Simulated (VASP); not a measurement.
Calculation: revPBE GGA, VASP's PBE PAW potentials (set 64) (plane waves; VASP).

A VASP calculation is set up with these files.

POSCAR:
```
C
1.0
  1.2126337180  -2.1003427188   0.0000000000
  1.2126337180   2.1003427188   0.0000000000
  0.0000000000   0.0000000000   9.3535794198
C
4
Cart
  0.0000000000   0.0000000000   2.3383948550
  0.0000000000   0.0000000000   7.0151845649
  1.2126337180   0.7001156398   2.3383948550
  1.2126337180  -0.7001156398   7.0151845649
```

### KPOINTS
```
Automatic mesh
0
Gamma
10 10 3
0 0 0
```

INCAR:
```
! general
SYSTEM = C
PREC   = Accurate
ENCUT  = 520
LREAL  = .FALSE.   ! projection in real space or not
LASPH  = .TRUE.   ! aspherical one-centre terms

! electronic loop
EDIFF  = 1E-7   ! SCF stop (eV)
NELM   = 100   ! most electronic steps
ALGO   = Normal   ! blocked Davidson

! smearing
ISMEAR = 0
SIGMA  = 0.05

! functional
GGA    = RE   ! revPBE

! ions
IBRION = 2
NSW    = 30   ! most ionic steps
ISIF   = 4
EDIFFG = -0.01

! output
LWAVE  = .FALSE.
LCHARG = .FALSE.
```

POTCAR, in this order: C (PBE.64 set). Program: vasp_std.

Output of the run:

### OSZICAR
```
       N       E                     dE             d eps       ncg     rms          rms(c)
DAV:   1     0.678898564351E+02    0.67890E+02   -0.80696E+03   688   0.118E+03
DAV:   2    -0.327071047425E+02   -0.10060E+03   -0.89345E+02   944   0.237E+02
DAV:   3    -0.381008261333E+02   -0.53937E+01   -0.53547E+01   840   0.576E+01
DAV:   4    -0.381861066293E+02   -0.85280E-01   -0.85113E-01   880   0.847E+00
DAV:   5    -0.381881247642E+02   -0.20181E-02   -0.20171E-02   828   0.129E+00    0.966E+00
DAV:   6    -0.361391449324E+02    0.20490E+01   -0.18371E+00   788   0.956E+00    0.574E+00
DAV:   7    -0.353788989394E+02    0.76025E+00   -0.24644E+00   768   0.110E+01    0.150E+00
DAV:   8    -0.354020584428E+02   -0.23160E-01   -0.72388E-02   772   0.198E+00    0.124E-01
DAV:   9    -0.354027472186E+02   -0.68878E-03   -0.15901E-03   856   0.338E-01    0.943E-02
DAV:  10    -0.354035196348E+02   -0.77242E-03   -0.20138E-03   752   0.420E-01    0.471E-02
DAV:  11    -0.354035171916E+02    0.24431E-05   -0.39294E-05   836   0.488E-02    0.121E-02
DAV:  12    -0.354035211300E+02   -0.39384E-05   -0.43324E-06   824   0.256E-02    0.714E-03
DAV:  13    -0.354035202397E+02    0.89027E-06   -0.11071E-06   836   0.832E-03    0.896E-04
DAV:  14    -0.354035203048E+02   -0.65034E-07   -0.28844E-08   600   0.179E-03
   1 F= -.35403520E+02 E0= -.35403520E+02  d E =-.354035E+02
       N       E                     dE             d eps       ncg     rms          rms(c)
DAV:   1    -0.359330596306E+02   -0.52954E+00   -0.18259E+01   672   0.368E+01    0.256E+00
DAV:   2    -0.356616037218E+02    0.27146E+00   -0.30675E-01   708   0.444E+00    0.149E+00
DAV:   3    -0.355209170671E+02    0.14069E+00   -0.39009E-01   780   0.431E+00    0.405E-01
DAV:   4    -0.355171400634E+02    0.37770E-02   -0.18477E-02   712   0.998E-01    0.137E-01
DAV:   5    -0.355156300912E+02    0.15100E-02   -0.41915E-03   844   0.449E-01    0.383E-02
DAV:   6    -0.355156487449E+02   -0.18654E-04   -0.16038E-04   756   0.116E-01    0.348E-02
DAV:   7    -0.355156318497E+02    0.16895E-04   -0.50648E-05   800   0.556E-02    0.242E-03
DAV:   8    -0.355156319950E+02   -0.14525E-06   -0.78041E-07   824   0.786E-03    0.121E-03
DAV:   9    -0.355156320615E+02   -0.66561E-07   -0.81881E-08   632   0.272E-03
   2 F= -.35515632E+02 E0= -.35515632E+02  d E =-.112112E+00
       N       E                     dE             d eps       ncg     rms          rms(c)
DAV:   1    -0.355263854274E+02   -0.10753E-01   -0.33624E-01   672   0.490E+00    0.342E-01
DAV:   2    -0.355212336302E+02    0.51518E-02   -0.60672E-03   708   0.624E-01    0.202E-01
DAV:   3    -0.355184608267E+02    0.27728E-02   -0.82148E-03   756   0.620E-01    0.601E-02
DAV:   4    -0.355184520608E+02    0.87658E-05   -0.22406E-04   764   0.125E-01    0.265E-02
DAV:   5    -0.355184343574E+02    0.17703E-04   -0.30620E-05   740   0.566E-02    0.595E-03
DAV:   6    -0.355184350833E+02   -0.72595E-06   -0.27678E-06   848   0.131E-02    0.422E-03
DAV:   7    -0.355184349801E+02    0.10323E-06   -0.10789E-06   724   0.133E-02    0.305E-04
DAV:   8    -0.355184349428E+02    0.37337E-07   -0.25173E-08   536   0.139E-03
   3 F= -.35518435E+02 E0= -.35518435E+02  d E =-.114915E+00
```

OUTCAR:
```
------------------------ aborting loop because EDIFF is reached ----------------------------------------
  FORCE on cell =-STRESS in cart. coord.  units (eV):
  Direction    XX          YY          ZZ          XY          YZ          ZX
  --------------------------------------------------------------------------------------
  Total        0.0744169      0.0744169      0.0847066      0.0000000     -0.0000000     -0.0000000
  in kB        2.5023877      2.5023864      2.8483944      0.0000000     -0.0000000     -0.0000000
  external PRESSURE =       2.6177229 kB  Pullay stress =       0.0000000 kB
  volume of cell :       47.65
      direct lattice vectors                 reciprocal lattice vectors
     1.237483442 -2.143383634 -0.000000000     0.404045810 -0.233276018  0.000000000
     1.237483442  2.143383634 -0.000000000     0.404045810  0.233276018  0.000000000
     0.000000000  0.000000000  8.981695691     0.000000000  0.000000000  0.111337551
 POSITION                                       TOTAL-FORCE (eV/Angst)
 -----------------------------------------------------------------------------------
      0.00000     -0.00000      2.24542        -0.000000     -0.000000     -0.000000
      0.00000      0.00000      6.73627        -0.000000     -0.000000      0.000000
      1.23748      0.71446      2.24542        -0.000000      0.000000     -0.000000
      1.23748     -0.71446      6.73627         0.000000      0.000000      0.000000
 -----------------------------------------------------------------------------------
    total drift:                                0.000000     -0.000000      0.000000
  FREE ENERGIE OF THE ION-ELECTRON SYSTEM (eV)
  ---------------------------------------------------
  free  energy   TOTEN  =       -35.5184349428 eV

  energy  without entropy=      -35.5184349428  energy(sigma->0) =      -35.51843494

 reached required accuracy - stopping structural energy minimisation
```
(Selected blocks of OUTCAR.)

**CONTCAR**
```
C
   1.00000000000000
     1.2374834421549639   -2.1433836338286549   -0.0000000000000000
     1.2374834421549639    2.1433836338286549   -0.0000000000000000
     0.0000000000000000    0.0000000000000000    8.9816956909630061
  C
     4
Direct
     0.0000000000000000    0.0000000000000000    0.2500000000000000
     0.0000000000000000    0.0000000000000000    0.7500000000000000
     0.3333330000000032    0.6666669999999968    0.2500000000000000
     0.6666669999999968    0.3333330000000032    0.7500000000000000
```

Without a dispersion term in the relaxation, distances and binding between the weakly bound layers, chains or molecules are unreliable, and so is what depends on them.

The compound is C in the graphite structure. This cell is one point of a volume scan, at 0.94 of the reference volume. Symmetry was kept, so distortions that lower it aren't found.
